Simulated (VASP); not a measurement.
**NbC2: relaxation of cell and atoms with PBE**

The system is NbC2.

```
Nb C
1.0
    -1.72500    1.72500    3.35000
     1.72500   -1.72500    3.35000
     1.72500    1.72500   -3.35000
Nb C
1 2
Direct
  0.00000 0.00000 0.00000
  0.40000 0.40000 0.00000
  0.60000 0.60000 0.00000
```

The cell was built by a generator and needn't be a form met in nature.

| Property | Result |
| --- | --- |
| Program | VASP 6.6.1 |
| Task | relaxation of cell and atoms |
| Functional | PBE |
| Potentials or basis | VASP PAW PBE potentials, release 64 (Nb_sv, C) |
| Cutoff | 520 eV |
| k mesh | 8 × 8 × 8 |
| Occupations | gaussian, width 0.15 eV |
| Spin | no spin polarisation |
| Further INCAR settings | PREC = Normal; ALGO = Fast; EDIFF = 0.0001; IBRION = 2; EDIFFG = -0.08; NSW = 24; ISIF = 3 |

```json
{
 "Relaxed volume": "10.05 Å³/atom",
 "Relaxed cell": "a = 3.713 Å, b = 3.713 Å, c = 3.713 Å, α = 128.93°, β = 128.93°, γ = 75.12°",
 "Space group after relaxing (to 0.05 Å)": "I4/mmm (No. 139)",
 "Energy gained by relaxing": "476.4 meV/atom",
 "Ionic steps": "13",
 "Pressure after relaxing": "-0.4 GPa",
 "Largest force after relaxing": "0.041 eV/Å",
 "Band gap on the k mesh": "none (metal or under the smearing width)"
}
```

Forces in eV/Å, atoms in the order of the input:
```
Nb   0.000  0.000  0.000
C    0.000  0.000  0.041
C    0.000  0.000 -0.041
```

Stress tensor (GPa, compression positive):
```
-0.42  0.00  0.00
 0.00 -0.42  0.00
 0.00  0.00 -0.29
```

The path:
| step | energy change (eV) | largest force (eV/Å) | pressure (GPa) | volume (Å³) |
| --- | --- | --- | --- | --- |
| 1 | 0.0000 | 1.2368 | -30.21 | 39.87 |
| 2 | -0.8984 | 5.5525 | 44.13 | 27.09 |
| 3 | -1.1873 | 4.4209 | 6.13 | 30.51 |
| 4 | -0.0758 | 5.8357 | 25.68 | 26.25 |
| 5 | -1.3665 | 0.7767 | 5.88 | 29.39 |
| 6 | -1.3681 | 0.2576 | 6.07 | 29.23 |
| 7 | -1.3685 | 0.3793 | 6.33 | 29.27 |
| 8 | -1.4137 | 0.3687 | -4.51 | 30.54 |
| 9 | -1.4145 | 0.3027 | -3.99 | 30.41 |
| 10 | -1.4140 | 1.0529 | 1.90 | 30.22 |
| 11 | -1.4266 | 0.3004 | -1.14 | 30.32 |
| 12 | -1.4288 | 0.1643 | -0.26 | 30.10 |
| 13 | -1.4292 | 0.0412 | -0.38 | 30.15 |

Final structure:
```
Nb C
1.0
    -1.60039    1.60039    2.94331
     1.60039   -1.60039    2.94331
     1.60039    1.60039   -2.94331
Nb C
1 2
Direct
  0.00000 0.00000 0.00000
  0.38416 0.38416 0.00000
  0.61584 0.61584 0.00000
```

Levels at points of the mesh, in eV from the Fermi level:
```
           k point  band 6  band 7  band 8  band 9  band 10  band 11  band 12  band 13  band 14
(0.00, 0.00, 0.00)   -7.74   -4.79   -2.99   -2.99    -2.73    -2.73    -2.65     0.50     1.97
(0.50, 0.00, 0.00)   -9.63   -6.97   -6.29   -4.36     0.61     0.94     1.64     1.97     2.42
(0.50, 0.50, 0.00)   -6.37   -6.32   -5.65   -5.10    -4.16    -0.64     2.69     2.79     4.48
(0.50, 0.50, 0.50)   -9.37   -4.21   -4.21   -3.55    -2.98     0.89     1.09     1.09     4.64
```

Wall time 76 s on 1 thread of Intel(R) Xeon(R) 6975P-C (Granite Rapids), on a shared host, peak memory 0.17 GiB.

Caveat: the volume moved by over 15 % at a fixed basis, so the end points are rough.
